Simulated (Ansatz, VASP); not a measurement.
# SnO2 (Cassiterite) in two plane-wave programs, part 2 of 2

Aim: how closely do two programs agree when they are given the same cell, functional and k mesh? The cell is taken from a series of VASP runs on this material, whose earlier steps may have relaxed, scaled or displaced it; both programs get it as it stands.

VASP 6.6.1 and Ansatz 0.2.0.

So far: The structure; VASP: relaxation of cell and atoms, r2SCAN with rVV10.

**3. Ansatz: relaxation of cell and atoms, r2SCAN with rVV10**

Level of this step: Ansatz beside VASP: Kohn-Sham DFT, plane waves, r2SCAN with rVV10 (Ansatz).

Ansatz runs on its default PAW (the set named soft_2) files.

The same cell, functional, mesh and smearing now go to Ansatz, which takes its cutoff from its data sets.

input.yaml

```yaml
crystal:
  lattice:
    - [4.7525727091, 0.0, 0.0]
    - [0.0, 4.7525727091, 0.0]
    - [0.0, 0.0, 3.2057639409]
  atoms:
    - { symbol: Sn, position: [0.5, 0.5, 0.5] }
    - { symbol: Sn, position: [0.0, 0.0, 0.0] }
    - { symbol: O, position: [0.8057091304, 0.1942908696, 0.5] }
    - { symbol: O, position: [0.6942908696, 0.6942908696, 0.0] }
    - { symbol: O, position: [0.1942908696, 0.8057091304, 0.5] }
    - { symbol: O, position: [0.3057091304, 0.3057091304, 0.0] }
hamiltonian:
  xc: r2scan
  pseudopotentials: { kind: paw }
  dispersion: rvv10
kpoints:
  mp_grid: { grid: [6, 6, 6] }
scf:
  occupations: { method: gaussian, width: 0.03 }
relax:
  f_tol: 0.01
  max_steps: 60
  cell: { stress_tol: 0.05 }
output:
  forces: true
  stress: true
```

Started as:

```bash
$ ansatz run input.yaml --threads 4 --pin off --max-ram 9216MiB --backend cpu --events-out ev --progress --plain --runs-dir out
```

Numbers of over 12 decimals in the logs are rounded to 6 here.

The program printed:

```text
Engine: ansatz 0.2.0, x86_64-unknown-linux-gnu
Pseudopotentials: kind: paw
Pseudopotential: Sn, paw, valence charge 14, recommended cutoff 500 eV (meta_gga), Sn.paw.azcp
Pseudopotential: O, paw, valence charge 6, recommended cutoff 500 eV (meta_gga), O.paw.azcp
Functional definition: r2SCAN+rVV10
  parameter k0 = 0.174
  parameter k1 = 0.065
  parameter a1 = 4.9479
  exchange = r2scan_x(k0 = k0, k1 = k1, a1 = a1)
  correlation = r2scan_c + rvv10(11.95, 0.0093)
Crystal: 6 atoms, lattice volume = 72.408 Å³
Basis set: ecut = 500 eV, 1851 PW (Γ), exchange–correlation on 160×160×108 points (64 copies of the dense FFT grid, shifted against one another)
Bands: 32, of which v1, the nominal top of the filled ones, is band 26 counted from 1 (25 counted from 0)
Symmetry: 16 space group operations
Space group: P42/mnm (ITA 136), of the structure as read, at distance tolerance 4.2e-5 Å
k-points: 40 of 216
Non-local potential: Sn, projectors of the file, l = 0: 2, l = 1: 2, l = 2: 2, l = 3: 2
Non-local potential: O, projectors of the file, l = 0: 2, l = 1: 2, l = 2: 1
PAW form: soft (Blöchl's): semilocal exchange-correlation on the pseudo side does not see the compensation charge
rVV10 density: all electrons in the spheres
PAW frozen core: Sn, regenerated for the run's functional (the file was generated under x = pbe(κ = 0.804, μ = 0.219515), c = pbe(β = 0.066725))
PAW frozen core: O, regenerated for the run's functional (the file was generated under x = pbe(κ = 0.804, μ = 0.219515), c = pbe(β = 0.066725))
PAW one-centre angular grid: Sn, 590 points (default); XC on 249 of its mesh's 2787 points in the sphere
PAW one-centre angular grid: O, 302 points (default); XC on 160 Gauss nodes
Initial density: superposition of atomic densities (neutral atoms: chi_scale 0, normalization atom), corrected by the library's trained network
Initial wavefunctions: pseudopotential atomic-orbital guess
Functional: x = r2scan, c = r2scan + rvv10(b = 11.95, C = 0.0093); τ floored in thin density (d = 2e-4 eV/Å³)
SCF iter   1: F=—  HF=-14347.517832 eV  |F-HF|=—  |Δ(HF+E_count)|=         —  Δρ=9.16e-3  dr2=3.81e-2  dr2_τ=2.54e-1  ethr=1.77e-3  ⟨swp⟩=6.2  Hψ=5649  notcnv=0  defer=5
preconditioner: auto → Resta (q_TF=auto, 2.582 Å⁻¹)  ε∞=3.3  [insulator: Δε(μ)=1.776 eV  Ē_g=20.775 eV  σ=0.030 eV  W_gap=1.00  n_scr=18 (ndim 8)  ℏωp=31.5 eV  f_vac=0.026  D(μ)=0.00/eV (n_scr^D=0)  ε∞_Penn≈3.3]
SCF iter   2: F=—  HF=-14347.625809 eV  |F-HF|=—  |Δ(HF+E_count)|=   1.08e-1  Δρ=5.87e-3  dr2=1.43e-2  dr2_τ=6.18e-4  ethr=7.33e-5  ⟨swp⟩=2.9  Hψ=2482  notcnv=0  defer=71
SCF iter   3: F=—  HF=-14347.624429 eV  |F-HF|=—  |Δ(HF+E_count)|=   1.38e-3  Δρ=7.63e-4  dr2=3.04e-4  dr2_τ=3.72e-5  ethr=2.75e-5  ⟨swp⟩=2.6  Hψ=1905  notcnv=0  defer=31
automatic band count: iteration 3 solves 31 bands in place of 32: the levels show a gap, and the empty bands left out lie too high to hold charge; the band table lists the bands solved (type scf.n_extra_bands for more)
SCF iter   4: F=—  HF=-14347.624572 eV  |F-HF|=—  |Δ(HF+E_count)|=   1.43e-4  Δρ=3.25e-4  dr2=8.19e-5  dr2_τ=6.56e-6  ethr=5.85e-7  ⟨swp⟩=2.5  Hψ=2273  notcnv=0  defer=31
SCF iter   5: F=—  HF=-14347.624554 eV  |F-HF|=—  |Δ(HF+E_count)|=   1.84e-5  Δρ=8.00e-5  dr2=6.81e-6  dr2_τ=3.04e-7  ethr=1.57e-7  ⟨swp⟩=2.0  Hψ=1715  notcnv=0  defer=31
SCF iter   6: F=—  HF=-14347.624555 eV  |F-HF|=—  |Δ(HF+E_count)|=   8.42e-7  Δρ=3.08e-5  dr2=9.04e-7  dr2_τ=1.64e-8  ethr=1.31e-8  ⟨swp⟩=2.2  Hψ=2111  notcnv=0  defer=31
SCF iter   7: F=-14347.624555 eV  HF=-14347.624555 eV  |F-HF|=1.71e-9  |Δ(HF+E_count)|=   9.42e-8  Δρ=3.15e-6  dr2=1.15e-8  dr2_τ=6.68e-10  ethr=1.92e-10  ⟨swp⟩=3.5  Hψ=5430  notcnv=0
SCF 1 converged in 7 iterations: F = -14347.624555 eV  dr2 = 1.15e-8
  greatest PAW one-centre occupation: 0.996 electrons in one spin orbital (limit 2), on the Sn atom at site 0 (counted from 0), in its partial waves of l = 2
relax step   1: F+E_penalty+E_count = -14347.62455457 eV  Δ(F+E_penalty+E_count) = +0.000e0 eV  max|allowed force component| = 1.974e-2 eV/Å  Δτ_max = 0.0000 Å  P = -1.224 GPa  Ω = 72.408 Å³  (7 SCF iters, dr2 threshold 1.00e-7 eV, accepted)
[...]
relax step   2: F+E_penalty+E_count = -14347.62633302 eV  Δ(F+E_penalty+E_count) = -1.778e-3 eV  max|allowed force component| = 2.786e-3 eV/Å  Δτ_max = 0.0002 Å  P = +0.017 GPa  Ω = 72.004 Å³  energy of the carried Pulay correction = +2.030e-4 eV  (5 SCF iters, dr2 threshold 6.00e-7 eV, accepted)
[...]
relax step   3: F+E_penalty+E_count = -14347.62613980 eV  Δ(F+E_penalty+E_count) = +1.932e-4 eV  max|allowed force component| = 2.761e-3 eV/Å  Δτ_max = 0.0000 Å  P = +0.018 GPa  Ω = 72.004 Å³  stress off target by 3.24e-2 GPa  SCF on the basis re-selected at this cell (its energy is not comparable with the rows above)  (5 SCF iters)
basis re-selected at this cell: Δ(F+E_penalty+E_count) = +1.932e-4 eV, ΔP = +0.002 GPa vs the last step (what re-selecting the basis moved, of the pressure what is left beyond the Pulay correction that the steps carried, after the strain that the cell walked since its last selection, with what the two solves' SCF thresholds leave and, on support functions, any second-order correction that the steps lacked; it is no m [...]
SCF converged after 5 iterations
Free energy (F): -14347.626140 eV
Harris-Foulkes:  -14347.626140 eV  (|F-HF|=9.09e-12)
Internal energy: -14347.626140 eV  (E = F + TS)
E sigma→0 (E₀):  -14347.626140 eV
Fermi energy:    9.880373 eV
--- Per-component energies (eV) ---
  E_band       = -159.839902
  E_kinetic    = 1086.022065
  E_local      = -2867.190233  (includes V_loc(G=0)·N_el)
  E_nonlocal   = 131.489609
  E_hartree    = 1494.959628
  E_xc         = -1031.132715
  E_vxc        = -621.820651  (∫ρ·V_xc dr)
  E_paw        = -8986.296793  (= ΣΔE_a)
  E_vpaw       = -917.527715  (= ΣTr[D̂ρ^β])
  E_aug_tail   = 0.003029  (compensation charges beyond the density's cutoff)
  E_vtau       = 39.264776  (kinetic-family band-sum trace: ∫τ·v_τ [+ j·A + Jᵃ·Aᵃ] dr)
  E_ewald      = -4176.823605
  E_core_change = 1.342876  (= ΣΔE_core)
  E_smearing   = -0.000000  (= −TS)
  E_closure    = -0.000000  (closes the sum)
  Σ components = -14347.626140   (vs F -14347.626140, Δ=0.00e0)
--- Forces (eV/Å), atoms counted from 1 ---
  atom   1  Sn    -0.00000000    -0.00000000     0.00000000
  atom   2  Sn    -0.00000000     0.00000000    -0.00000000
  atom   3  O      0.00276087    -0.00276087     0.00000000
  atom   4  O     -0.00276087    -0.00276087    -0.00000000
  atom   5  O     -0.00276087     0.00276087    -0.00000000
  atom   6  O      0.00276087     0.00276087     0.00000000
  max |Σ_I F_I| component: 1.73e-18 eV/Å
--- Stress (GPa, compression-positive) ---
        0.032363       0.000000       0.000000
        0.000000       0.032363       0.000000
        0.000000       0.000000      -0.009637
  P = ⅓ Tr σ = 0.0184 GPa (0.184 kbar)
--- Relaxed structure (2 steps of the walk, 2 accepted, 1 SCFs on fresh bases) ---
  F+E_penalty+E_count = -14347.62613980 eV   max|allowed force component| = 2.761e-3 eV/Å   (the final SCF, on the basis selected at the relaxed cell)
  cell:  # Å, volume = 72.0043 Å³
    - [4.744369, 0, 0]
    - [0, 4.744369, 0]
    - [0, 0, 3.198908]
  atoms:
    - { symbol: Sn, position: [0.5, 0.5, 0.5] }
    - { symbol: Sn, position: [0, 0, 0] }
    - { symbol: O, position: [0.805735, 0.194265, 0.5] }
    - { symbol: O, position: [0.694265, 0.694265, 0] }
    - { symbol: O, position: [0.194265, 0.805735, 0.5] }
    - { symbol: O, position: [0.305735, 0.305735, 0] }
```

It took 6.5 s on 4 threads of Intel Xeon 6975P-C (Granite Rapids), shared host; peak memory 0.67 GiB; 23 s of CPU time.

**4. Side by side**

Known differences besides the potentials themselves: VASP keeps PBE cores, Ansatz makes them for the functional; both relaxations stop at a tolerance, which leaves soft axes loose, and VASP keeps its plane-wave basis; the cutoff is 500 eV in Ansatz and 520 eV in VASP; Ansatz adds a Pulay correction to the stress that steers its cell, VASP none. Total energies have different zeros and are not compared.

Compared:

```
                                         quantity  Ansatz   VASP  difference
                                      volume (Å³)   72.00  72.41     -0.56 %
edge a after relaxation, in the typed setting (Å)   4.744  4.753     -0.17 %
edge c after relaxation, in the typed setting (Å)   3.199  3.206     -0.22 %
```

The walks stopped with 0.02 GPa left in Ansatz and -0.04 GPa in VASP; each walk ends within a tolerance, so the volume difference is uncertain by about these residues over the bulk modulus, most in soft cells.

**5. Results**

- difference in volume (relaxation of cell and atoms, r2SCAN with rVV10): -0.56 %

In words: The difference in volume is -0.56 % (relaxation of cell and atoms, r2SCAN with rVV10), within the 1.2 % picked in this series as the mark of a large difference, as far as the stopping tolerances let one tell. Such differences can come from data sets, numerical settings and the points named under the comparisons, not from the functional's error against experiment.

[Lines on the potential files, build, host, timing and source positions are cut from VASP's logs without a mark.]

[Logs are printed without paths, hosts, clocks, repeated set-up lines and the standing remarks that a program may print on its own settings, such as how far it seeks lower states.]

[Hosts, paths, dates, database ids (printed as entryN), source tags and the programs' standing remarks are cut or masked in the printed files.]
